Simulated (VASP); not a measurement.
Here is the system:

```cif
data_Tl2
_chemical_formula_sum 'Tl2'
_space_group_name_H-M_alt 'P 1'
_space_group_IT_number 1
_cell_length_a 3.58334
_cell_length_b 3.58334
_cell_length_c 5.63897
_cell_angle_alpha 90.000
_cell_angle_beta 90.000
_cell_angle_gamma 120.000
loop_
_space_group_symop_operation_xyz
  'x, y, z'
loop_
_atom_site_label
_atom_site_type_symbol
_atom_site_fract_x
_atom_site_fract_y
_atom_site_fract_z
_atom_site_occupancy
Tl1 Tl 0.33333 0.66667 0.25000 1
Tl2 Tl 0.66667 0.33333 0.75000 1
```

These are PBE GGA, VASP's PBE PAW potentials (set 64) (plane waves; VASP) values and carry that method's errors. Run with 480 eV cut-off, 12×12×6 Γ-centred mesh, first-order Methfessel-Paxton smearing of 0.10 eV, potentials Tl_d.

Each relaxation starts from this cell; other phases were not tried.

**Question.** The cell is relaxed at 5 GPa. What happens?

**Answer.** The volume per atom goes from 31.35 to 27.59 Å³ (-12.0 %), and the cell becomes a = b = 3.4277 Å, c = 5.4224 Å, α = β = 90.00°, γ = 120.00°, space group P6_3/mmc.

**Question.** The cell is relaxed at 20 GPa. What happens?

**Answer.** The volume per atom goes from 31.35 to 22.86 Å³ (-27.1 %), and the cell becomes a = 3.1923 Å, b = 3.1923 Å, c = 5.1794 Å, α = 90.00°, β = 90.00°, γ = 120.00°, space group P6_3/mmc.

Failed runs are left out, and for metals the shear rows, which the mesh's noise covers.

The compound is Tl in the hcp structure.
